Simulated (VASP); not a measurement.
## BN: band structure with PBE0

BN:

```
B N
1.0
     2.50640    0.00000    0.00000
    -1.25320    2.17061    0.00000
     0.00000    0.00000    6.55556
B N
2 2
Direct
  0.33333 0.66667 0.25000
  0.66667 0.33333 0.75000
  0.33333 0.66667 0.75000
  0.66667 0.33333 0.25000
```

The cell is a database's computed one.

* Program: VASP 6.6.1
* Task: band structure
* Functional: PBE0
* Potentials or basis: VASP PAW PBE potentials, release 64 (B, N)
* Cutoff: 450 eV
* k mesh: 10 × 10 × 4
* Occupations: gaussian, width 0.02 eV
* Spin: no spin polarisation
* Grid for exact exchange (PRECFOCK): Fast
* Exchange at q = 0: truncated
* Further INCAR settings: ALGO = Normal; EDIFF = 1e-06

| Quantity | Value |
| --- | --- |
| Band gap on the k mesh | 6.25 eV, indirect (least direct gap 6.76 eV) |
| Band gap along the path | 6.28 eV, indirect (least direct gap 6.76 eV) |

Levels at the corners of the path, in eV from the valence-band top:
```csv
point,band 5,band 6,band 7,band 8,band 9,band 10,band 11,band 12
Γ,-1.62,-1.62,-1.57,-1.57,7.21,12.95,14.08,14.13
M,-4.67,-4.59,-1.63,-0.48,6.28,7.89,11.79,12.21
M,-4.67,-4.59,-1.63,-0.48,6.28,7.89,11.79,12.21
K,-8.01,-8.01,-0.12,-0.12,7.03,7.03,12.66,15.63
K,-8.01,-8.01,-0.12,-0.12,7.03,7.03,12.66,15.63
Γ,-1.62,-1.62,-1.57,-1.57,7.21,12.95,14.02,14.11
Γ,-1.62,-1.62,-1.57,-1.57,7.21,12.95,14.05,14.17
A,-1.59,-1.59,-1.59,-1.59,9.87,9.87,14.09,14.09
A,-1.59,-1.59,-1.59,-1.59,9.87,9.87,14.09,14.09
L,-4.63,-4.63,-1.03,-1.03,6.79,6.79,12.22,12.22
L,-4.63,-4.63,-1.03,-1.03,6.79,6.79,12.22,12.22
H,-8.02,-8.02,-0.03,-0.03,6.76,6.76,14.00,14.00
H,-8.02,-8.02,-0.03,-0.03,6.76,6.76,14.00,14.00
A,-1.59,-1.59,-1.59,-1.59,9.87,9.87,14.09,14.09
L,-4.63,-4.63,-1.03,-1.03,6.79,6.79,12.22,12.22
M,-4.67,-4.59,-1.63,-0.48,6.28,7.89,11.79,12.21
K,-8.01,-8.01,-0.12,-0.12,7.03,7.03,12.66,15.63
H,-8.02,-8.02,-0.03,-0.03,6.76,6.76,14.00,14.00
```

It took 9.7 min on 4 MPI ranks on Intel(R) Xeon(R) Platinum 8559C (Emerald Rapids), on a shared host, peak memory 0.22 GiB a rank.
